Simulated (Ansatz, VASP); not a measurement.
**CsCd: VASP beside Ansatz**

The input INCAR:

```
SYSTEM = CsCd
  PREC = Accurate
  ENCUT = 600
  EDIFF = 1E-7
  ISMEAR = -1
  SIGMA = 0.05
  LREAL = .False.
  LASPH = .True.
  NELM = 100
  ALGO = Fast
  ISIF = 3
  LWAVE = .False.
  LCHARG = .False.
  GGA = PE
  IBRION = 2
  NSW = 70
  EDIFFG = -0.005
```

Contents of KPOINTS:

```
Automatic mesh
0
Gamma
  8 8 8
  0 0 0
```

Contents of POSCAR:

```
CsCd
1.0
    5.0642267848      0.0000000000      0.0000000000
    0.0000000000      5.0642267848      0.0000000000
    0.0000000000      0.0000000000      5.0642267848
Cs Cd
1 1
Direct
    0.0000000000      0.0000000000      0.0000000000
    0.5000000000      0.5000000000      0.5000000000
```

Input for Ansatz:

```yaml
crystal:
  lattice:
    - [5.0642267848, 0.0, 0.0]
    - [0.0, 5.0642267848, 0.0]
    - [0.0, 0.0, 5.0642267848]
  atoms:
    - { symbol: Cs, position: [0.0, 0.0, 0.0] }
    - { symbol: Cd, position: [0.5, 0.5, 0.5] }
kpoints:
  mp_grid: { grid: [8, 8, 8] }
scf:
  occupations: { method: fermi_dirac, width: 0.05 }
hamiltonian:
  xc: pbe
  pseudopotentials: { kind: paw }
output:
  forces: true
  stress: true
relax:
  f_tol: 0.005
  max_steps: 50
  cell: {}
```

Alike in both runs: task relaxation of cell and atoms; functional PBE; k mesh 8 × 8 × 8; occupations fermi-dirac, width 0.05 eV; no spin polarisation.

```csv
,VASP,Ansatz
version,VASP 6.6.1,Ansatz 0.2.0
potentials or method,"VASP PAW PBE potentials, release 64 (Cs_sv, Cd)","PAW with Ansatz's default frozen-core files, scalar-relativistic"
plane-wave cutoff (eV),600,420
valence electrons in the cell,21,29
```

VASP gave:

| Quantity | Value |
| --- | --- |
| relaxed volume (Å³/atom) | 52.86 |
| relaxed cell length with the largest relative difference (Å) | 4.728 |
| energy change over the relaxation (meV/atom) | -33 |

What did Ansatz give for the same quantities?

Relaxed volume (Å³/atom): 52.97; relaxed cell length with the largest relative difference (Å): 4.732; energy change over the relaxation (meV/atom): -32.

The two sets of potentials don't hold the same shells in valence.

Caveats: the volume moved by over 15 % at a fixed basis, so the end points are rough. Spin-orbit coupling is left out, which matters for the levels of Cs.
